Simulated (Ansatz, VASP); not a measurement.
# Tc (Tc(10-10)) in two plane-wave programs

One calculation is typed for both programs; each brings its own data sets and cutoff. How far apart do they land?

Method: plane waves, with VASP 6.6.1 beside it; single point at PBE, in Ansatz 0.2.0.

In doubt: too few empty bands were carried, so the values of those runs are not to be relied on.

## 1. Starting point

The cell holds 12 atoms: 12 Tc. Cell: a = 2.745 Å, b = 4.387 Å, c = 27.677 Å, α = 90.0°, β = 90.0°, γ = 90.0°. It derives from Tc. As first built, before any earlier steps moved the atoms: 12 layers of hcp Tc, cut at this functional's lattice. Vacuum lies along c.

## 2. Ansatz: single point, PBE

Ansatz runs on its default PAW (the set named soft_2) files.

With cell and atoms fixed, the geometry can't cause a difference; cores, projectors, grids and the points listed under the comparison can.

input.yaml

```yaml
crystal:
  lattice:
    - [2.7446112931, 0.0, 0.0]
    - [0.0, 4.3866683979, 0.0]
    - [0.0, 0.0, 27.6768165511]
  atoms:
    - { symbol: Tc, position: [0.0, 0.0, 0.2754103675] }
    - { symbol: Tc, position: [0.5, 0.0, 0.3562748126] }
    - { symbol: Tc, position: [0.5, 0.5, 0.3004865816] }
    - { symbol: Tc, position: [0.0, 0.0, 0.4431621527] }
    - { symbol: Tc, position: [0.0, 0.5, 0.3847016399] }
    - { symbol: Tc, position: [0.5, 0.0, 0.5290280116] }
    - { symbol: Tc, position: [0.5, 0.5, 0.4709719884] }
    - { symbol: Tc, position: [0.0, 0.0, 0.6152983601] }
    - { symbol: Tc, position: [0.0, 0.5, 0.5568378473] }
    - { symbol: Tc, position: [0.5, 0.0, 0.6995134184] }
    - { symbol: Tc, position: [0.5, 0.5, 0.6437251874] }
    - { symbol: Tc, position: [0.0, 0.5, 0.7245896325] }
hamiltonian:
  xc: pbe
  pseudopotentials: { kind: paw }
kpoints:
  mp_grid: { grid: [11, 7, 1] }
scf:
  occupations: { method: methfessel_paxton, width: 0.15 }
  n_extra_bands: 7
efield:
  axis: 3
  dipole_correction: true
  ramp_width: 0.04
output:
  forces: true
  eigenvalues: true
```

Command:

```console
$ ansatz run input.yaml --threads 4 --pin off --max-ram 9216MiB --backend cpu --events-out ev --progress --plain --runs-dir out
```

Numbers of over 12 decimals in the logs are rounded to 6 here.

Output:

```text
scf.n_extra_bands = 7 over 90 filled bands (N_el = 180.0): the run solves 97 bands
Engine: ansatz 0.2.0, aarch64-unknown-linux-gnu
Pseudopotentials: kind: paw
Pseudopotential: Tc, paw, valence charge 15, recommended cutoff 500 eV (normal), Tc.paw.azcp
Functional definition: PBE
  parameter kappa = 0.804
  parameter beta = 0.066725
  exchange = pbe_x(kappa = kappa, mu = beta*pi^2/3)
  correlation = pbe_c(beta = beta)
Crystal: 12 atoms, lattice volume = 333.221 Å³
Basis set: ecut = 500 eV, 8357 PW (Γ), exchange–correlation on 48×64×432 points (8 copies of the dense FFT grid, shifted against one another)
Bands: 97, of which v1, the nominal top of the filled ones, is band 90 counted from 1 (89 counted from 0)
Symmetry: 4 space group operations
k-points: 24 of 77
Non-local potential: Tc, projectors of the file, l = 0: 3, l = 1: 3, l = 2: 2, l = 3: 2
PAW form: soft (Blöchl's): semilocal exchange-correlation on the pseudo side does not see the compensation charge
PAW one-centre angular grid: Tc, 590 points (default); XC on 64 Gauss nodes
Initial density: superposition of atomic densities (neutral atoms: chi_scale 0, normalization atom)
Initial wavefunctions: pseudopotential atomic-orbital guess
Functional: x = pbe(κ = 0.804, μ = 0.219515), c = pbe(β = 0.066725)
SCF iter   1: F=—  HF=-64779.086467 eV  |F-HF|=—  |Δ(HF+E_count)|=         —  Δρ=5.20e-2  dr2=1.37e2  ethr=3.10e-3  p=0.000 e·Å  D=1.98e-13 V/Å  ΔV_dip=-0.00 eV  dr2_dipole=1.35e-7  V_vac-E_F(+/−)=9.22/9.22 eV  ⟨swp⟩=9.1  Hψ=12067  notcnv=0
efield: sawtooth ramp at fractional position 0.9800 (placed from the atoms, in the widest stretch of the axis that holds none; the zero of the levels goes with the place), width 0.0400; the density the first Hamiltonian is built on has a dipole p = 0.000 e·Å; the dipole correction subtracts the counter field D = 1.98e-13 V/Å, which shifts the + side's vacuum level by -0.00 eV against the − side's; the planar-averaged density in the ramp window peaks in size at 6.2e-8 e/Å³
preconditioner: auto → LDOS  [metal: Δε(μ)=0.005 eV  Ē_g=3.773 eV  σ=0.150 eV  W_gap=0.03  n_scr=68 (ndim 8)  ℏωp=18.6 eV  f_vac=0.430  D(μ)=12.23/eV (n_scr^D=82)  β→1.0]
SCF iter   2: F=—  HF=-64773.183004 eV  |F-HF|=—  |Δ(HF+E_count)|=    5.90e0  S|Δr|=    0.00e0  Δρ=2.84e-2  dr2=9.57e0  ethr=3.10e-3  p=0.000 e·Å  D=1.76e-6 V/Å  ΔV_dip=-0.00 eV  dr2_dipole=1.83e-9  V_vac-E_F(+/−)=4.02/4.02 eV  ⟨swp⟩=4.3  Hψ=5744  notcnv=0  defer=14
SCF iter   3: F=—  HF=-64772.756594 eV  |F-HF|=—  |Δ(HF+E_count)|=   4.26e-1  S|Δr|=    0.00e0  Δρ=8.51e-3  dr2=8.84e-1  ethr=3.10e-3  p=0.000 e·Å  D=1.66e-6 V/Å  ΔV_dip=-0.00 eV  dr2_dipole=1.23e-9  V_vac-E_F(+/−)=5.13/5.13 eV  ⟨swp⟩=3.2  Hψ=3968  notcnv=0  defer=10
SCF iter   4: F=—  HF=-64772.643910 eV  |F-HF|=—  |Δ(HF+E_count)|=   1.13e-1  S|Δr|=    0.00e0  Δρ=1.71e-3  dr2=1.38e-2  ethr=4.91e-4  p=0.000 e·Å  D=2.44e-6 V/Å  ΔV_dip=-0.00 eV  dr2_dipole=1.27e-8  V_vac-E_F(+/−)=4.69/4.69 eV  ⟨swp⟩=2.6  Hψ=3775  notcnv=0  defer=10
SCF iter   5: F=—  HF=-64772.640273 eV  |F-HF|=—  |Δ(HF+E_count)|=   3.64e-3  S|Δr|=    0.00e0  Δρ=6.70e-4  dr2=2.76e-3  ethr=7.68e-6  p=0.000 e·Å  D=1.60e-6 V/Å  ΔV_dip=-0.00 eV  dr2_dipole=8.10e-8  V_vac-E_F(+/−)=4.55/4.55 eV  ⟨swp⟩=3.4  Hψ=5127  notcnv=0  defer=10
SCF iter   6: F=—  HF=-64772.639940 eV  |F-HF|=—  |Δ(HF+E_count)|=   3.33e-4  S|Δr|=    0.00e0  Δρ=1.61e-4  dr2=8.88e-5  ethr=1.54e-6  p=0.000 e·Å  D=8.30e-7 V/Å  ΔV_dip=-0.00 eV  dr2_dipole=1.50e-8  V_vac-E_F(+/−)=4.50/4.50 eV  ⟨swp⟩=2.5  Hψ=3720  notcnv=0  defer=10
SCF iter   7: F=—  HF=-64772.641084 eV  |F-HF|=—  |Δ(HF+E_count)|=   1.14e-3  S|Δr|=    0.00e0  Δρ=5.04e-5  dr2=1.32e-5  ethr=4.93e-8  p=0.000 e·Å  D=5.63e-7 V/Å  ΔV_dip=-0.00 eV  dr2_dipole=1.07e-9  V_vac-E_F(+/−)=4.50/4.50 eV  ⟨swp⟩=3.2  Hψ=5152  notcnv=0  defer=10
SCF iter   8: F=—  HF=-64772.641088 eV  |F-HF|=—  |Δ(HF+E_count)|=   4.27e-6  S|Δr|=    0.00e0  Δρ=1.38e-5  dr2=9.12e-7  ethr=7.35e-9  p=0.000 e·Å  D=3.02e-7 V/Å  ΔV_dip=-0.00 eV  dr2_dipole=7.17e-12  V_vac-E_F(+/−)=4.49/4.49 eV  ⟨swp⟩=3.2  Hψ=4691  notcnv=0  defer=10
SCF iter   9: F=-64772.641088 eV  HF=-64772.641089 eV  |F-HF|=9.05e-9  |Δ(HF+E_count)|=   1.20e-7  S|Δr|=    0.00e0  Δρ=4.19e-6  dr2=8.11e-8  ethr=5.56e-11  p=0.000 e·Å  D=1.76e-7 V/Å  ΔV_dip=-0.00 eV  dr2_dipole=4.46e-13  V_vac-E_F(+/−)=4.49/4.49 eV  ⟨swp⟩=12.7  Hψ=12973  notcnv=0
WARN: the bands leave out some 1.422e-2 electrons a cell, over the threshold 1e-3 (by scf.eigensolver.empty_state_threshold): the first level above them, at 9.5007 eV, would hold 2.918e-1 of 2 at k-index 4, k = (0.0909, 0.0000, 0.0000) — raise scf.n_extra_bands (try 108 bands in all)
SCF 1 converged in 9 iterations: F = -64772.641088 eV  dr2 = 8.11e-8
  greatest PAW one-centre occupation: 0.990 electrons in one spin orbital (limit 2), on the Tc atom at site 2 (counted from 0), in its partial waves of l = 0
SCF converged after 9 iterations
Stability not checked: this state was not tested for a lower state beside it, because cold or Methfessel-Paxton smearing, or corrected tetrahedra, fill the levels in a way that the test cannot read (fill_not_monotonic; see scf.lower_state_search)
Free energy (F): -64772.641088 eV
Harris-Foulkes:  -64772.641089 eV  (|F-HF|=9.05e-9)
Internal energy: -64772.638090 eV  (E = F + TS)
E sigma→0 (E₀):  -64772.640339 eV
Entropy (-TS):   -0.002998 eV (-0.250 meV/atom)
Fermi energy:    9.429992 eV
Dipole field:    D = 0.000001 V/Å  (p = 0.000002 e·Å, saw-weighted, corrected)
Work function:   Φ+ = 4.4893 eV   Φ− = 4.4893 eV
Levels:          The Fermi level and band energies are counted from a zero that moves with the ramp; work functions are not
--- Per-component energies (eV) ---
  E_band       = -2907.110014
  E_kinetic    = 7482.855458
  E_local      = -285432.854068  (includes V_loc(G=0)·N_el)
  E_nonlocal   = 3433.522639
  E_hartree    = 138294.120627
  E_xc         = -2870.777763
  E_vxc        = -3535.072545  (∫ρ·V_xc dr)
  E_paw        = -39339.280799  (= ΣΔE_a)
  E_vpaw       = -1443.866963  (= ΣTr[D̂ρ^β])
  E_aug_tail   = -0.000346  (compensation charges beyond the density's cutoff)
  E_efield     = 0.000000  (sawtooth field / dipole correction)
  E_vefield    = 0.000000  (∫n·V_field dr)
  E_ewald      = 113659.776161
  E_smearing   = -0.002998  (= −TS)
  E_closure    = -0.000000  (closes the sum)
  Σ components = -64772.641088   (vs F -64772.641088, Δ=0.00e0)
--- Forces (eV/Å), atoms counted from 1 ---
  atom   1  Tc     0.00000000     0.00000000    -0.21239716
  atom   2  Tc     0.00000000     0.00000000     0.07949515
  atom   3  Tc     0.00000000     0.00000000    -0.09320711
  atom   4  Tc     0.00000000     0.00000000    -0.02462932
  atom   5  Tc     0.00000000     0.00000000     0.05379276
  atom   6  Tc     0.00000000     0.00000000     0.00053582
  atom   7  Tc     0.00000000     0.00000000    -0.00053572
  atom   8  Tc     0.00000000     0.00000000    -0.05379402
  atom   9  Tc     0.00000000     0.00000000     0.02462910
  atom  10  Tc     0.00000000     0.00000000     0.09320929
  atom  11  Tc     0.00000000     0.00000000    -0.07949562
  atom  12  Tc     0.00000000     0.00000000     0.21239697
  max |Σ_I F_I| component: 1.37e-7 eV/Å
--- Band table (eV; the first three rows and the last of 24) ---
  k-point 0: bands = [... 86 lower, 8.7522, 8.8125, 8.8317, 8.8959, 8.8988, 9.0090, 9.0949, 9.3550, ... 3 higher]
  k-point 1: bands = [... 86 lower, 8.9296, 8.9642, 9.0995, 9.1504, 9.3978, 9.4311, 9.4372, 9.6728, ... 3 higher]
  k-point 2: bands = [... 86 lower, 8.8464, 8.8688, 9.0492, 9.3881, 9.7212, 9.8423, 9.8809, 9.8889, ... 3 higher]
  k-point 23: bands = [... 86 lower, 9.7463, 9.8286, 9.9144, 10.0076, 10.1486, 10.2507, 10.5858, 10.7032, ... 3 higher]
```

The job ended after 54 s (4 threads of Arm Neoverse V1, shared host; peak memory 1.6 GiB).

## 3. VASP: single point, PBE

The same cell, functional, mesh and smearing now go to VASP, with its own data sets and cutoff.

Lines of VASP's logs that name or quote its potential files are left out, and so is its time.

INCAR

```
SYSTEM = Tc
PREC = Normal
ENCUT = 320
EDIFF = 1E-06
NELM = 120
ISMEAR = 1
SIGMA = 0.15
LREAL = .FALSE.
ALGO = Fast
GGA = PE
NBANDS = 54
LASPH = .TRUE.
LORBIT = 11
LWAVE = .FALSE.
LCHARG = .TRUE.
KPAR = 4
IDIPOL = 3
LDIPOL = .TRUE.
DIPOL = 0.5 0.5 0.5
LVHAR = .TRUE.
LVACPOTAV = .TRUE.
NEDOS = 1500
```

POSCAR

```
Tc
1.0
    2.7446112931      0.0000000000      0.0000000000
    0.0000000000      4.3866683979      0.0000000000
    0.0000000000      0.0000000000     27.6768165511
Tc
12
Direct
    0.0000000000      0.0000000000      0.2754103675
    0.5000000000      0.0000000000      0.3562748126
    0.5000000000      0.5000000000      0.3004865816
    0.0000000000      0.0000000000      0.4431621527
    0.0000000000      0.5000000000      0.3847016399
    0.5000000000      0.0000000000      0.5290280116
    0.5000000000      0.5000000000      0.4709719884
    0.0000000000      0.0000000000      0.6152983601
    0.0000000000      0.5000000000      0.5568378473
    0.5000000000      0.0000000000      0.6995134184
    0.5000000000      0.5000000000      0.6437251874
    0.0000000000      0.5000000000      0.7245896325
```

KPOINTS

```
Automatic mesh
0
Gamma
11 7 1
0 0 0
```

The projector-augmented-wave data sets are Tc (PBE family, release 64).

Command:

```console
$ mpirun -np 4 vasp_std
```

Output:

```text
[banner, memory and clock lines left out]
running    4 mpi-ranks, on    1 nodes
 distrk:  each k-point on    1 cores,    4 groups
 distr:  one band on    1 cores,    1 groups

 POSCAR found type information on POSCAR Tc
 POSCAR found :  1 types and      12 ions
 LDA part: xc-table for (Slater+PW92), standard interpolation
 POSCAR, INCAR and KPOINTS ok, starting setup
 FFT: planning ... GRIDC
 FFT: planning ... GRID_SOFT
 FFT: planning ... GRID
 WAVECAR not read
 entering main loop
       N       E                     dE             d eps       ncg     rms          rms(c)
DAV:   1     0.332266530604E+03    0.33227E+03   -0.28411E+04  2616   0.902E+02
DAV:   2    -0.928664271016E+02   -0.42513E+03   -0.39379E+03  3138   0.221E+02
DAV:   3    -0.128949873925E+03   -0.36083E+02   -0.34174E+02  3968   0.547E+01
DAV:   4    -0.130829525580E+03   -0.18797E+01   -0.17960E+01  3760   0.121E+01
DAV:   5    -0.130928336787E+03   -0.98811E-01   -0.96940E-01  4176   0.259E+00    0.541E+01
RMM:   6    -0.159085235984E+03   -0.28157E+02   -0.13750E+02  3947   0.276E+01    0.309E+01
RMM:   7    -0.231988572929E+03   -0.72903E+02   -0.29027E+02  4564   0.454E+01    0.356E+01
RMM:   8    -0.138184566169E+03    0.93804E+02   -0.34610E+01  2977   0.178E+01    0.223E+01
RMM:   9    -0.132436278384E+03    0.57483E+01   -0.16621E+01  3947   0.849E+00    0.187E+01
RMM:  10    -0.122858211147E+03    0.95781E+01   -0.91063E+00  3514   0.677E+00    0.973E+00
RMM:  11    -0.121978083035E+03    0.88013E+00   -0.23890E+00  3837   0.366E+00    0.720E+00
RMM:  12    -0.121780598348E+03    0.19748E+00   -0.97474E-01  3950   0.205E+00    0.614E+00
RMM:  13    -0.121119906535E+03    0.66069E+00   -0.61358E-01  3804   0.161E+00    0.414E+00
RMM:  14    -0.120709007748E+03    0.41090E+00   -0.12001E+00  4036   0.208E+00    0.167E+00
[...]
RMM:  25    -0.120659605499E+03   -0.33000E-04   -0.25025E-05  3433   0.120E-02    0.120E-02
RMM:  26    -0.120659631180E+03   -0.25681E-04   -0.14290E-05  3098   0.870E-03    0.507E-03
RMM:  27    -0.120659675322E+03   -0.44142E-04   -0.72299E-06  2647   0.601E-03    0.767E-03
RMM:  28    -0.120659706988E+03   -0.31665E-04   -0.31413E-06  2204   0.470E-03    0.297E-03
RMM:  29    -0.120659724928E+03   -0.17941E-04   -0.93421E-07  1807   0.239E-03    0.220E-03
RMM:  30    -0.120659732387E+03   -0.74584E-05   -0.48501E-07  1620   0.169E-03    0.109E-03
RMM:  31    -0.120659739085E+03   -0.66985E-05   -0.72623E-07  1637   0.175E-03    0.789E-04
RMM:  32    -0.120659739360E+03   -0.27436E-06   -0.13143E-07   946   0.101E-03
|                                                                             |
|           W    W    AA    RRRRR   N    N  II  N    N   GGGG   !!!           |
|           W    W   A  A   R    R  NN   N  II  NN   N  G    G  !!!           |
|           W    W  A    A  R    R  N N  N  II  N N  N  G       !!!           |
|           W WW W  AAAAAA  RRRRR   N  N N  II  N  N N  G  GGG   !            |
|           WW  WW  A    A  R   R   N   NN  II  N   NN  G    G                |
|           W    W  A    A  R    R  N    N  II  N    N   GGGG   !!!           |
|                                                                             |
|     Did not find any points to average over, which means that no vacuum     |
|     field-free region was found. Please increase the size of  your cell     |
|     in the dimension of the dipole correction to obtain accurate            |
|     workfunction values.                                                    |
|                                                                             |

   1 F= -.12065974E+03 E0= -.12065866E+03  d E =-.324628E-02
```

(Continued in part 2 of 2.)

[Lines on the potential files, build, host, timing and source positions are cut from VASP's logs without a mark.]

[Logs are printed without paths, hosts, clocks, repeated set-up lines and the standing remarks that a program may print on its own settings, such as how far it seeks lower states.]

[Hosts, paths, dates, database ids (printed as entryN), source tags and the programs' standing remarks are cut or masked in the printed files.]
